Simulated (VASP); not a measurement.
Here is the system:

```
CELL_PARAMETERS angstrom
      4.58273     0.00000     0.00000
     -2.29136     3.96876     0.00000
      0.00000     0.00000    10.22898
ATOMIC_POSITIONS crystal
  Hg 0.68832 0.68832 0.00000
  Hg 0.31168 0.00000 0.66667
  Hg 0.00000 0.31168 0.33333
  Te 0.51372 0.51372 0.50000
  Te 0.48628 0.00000 0.16667
  Te 0.00000 0.48628 0.83333
```

Level of theory: PBEsol GGA, VASP's PBE PAW potentials (set 64) (plane waves; VASP 6.6.1). Run with 300 eV cut-off, 5×5×2 Γ-centred mesh, Fermi-Dirac smearing of 0.010 eV, potentials Hg Te.

Energy and stress use the plane-wave basis of the starting cell.

The ions, cell shape and volume are relaxed. What does this cell relax into?

```
CELL_PARAMETERS angstrom
      4.50097     0.00000     0.00000
     -2.25049     3.89796     0.00000
      0.00000     0.00000    10.15027
ATOMIC_POSITIONS crystal
  Hg 0.64849 0.64849 0.00000
  Hg 0.35151 0.00000 0.66667
  Hg 0.00000 0.35151 0.33333
  Te 0.54468 0.54468 0.50000
  Te 0.45532 0.00000 0.16667
  Te 0.00000 0.45532 0.83333
```
Space group P3_221 (154), at a tolerance of 0.03 Å.

How do energy and volume change from the first to the last step?

The energy (σ→0) changes by -16.3 meV/atom and the volume by -4.3 %, in 38 ionic steps.

The structure comes from a computed database's HgTe entry; how it stands against other phases isn't given here. This run relaxes it. Symmetry was kept, so distortions that lower it aren't found. The run is one of a series of settings (EDIFFG = -0.01, IBRION = 2, ISIF = 3, NSW = 50 against the base run), some of them coarse on purpose.
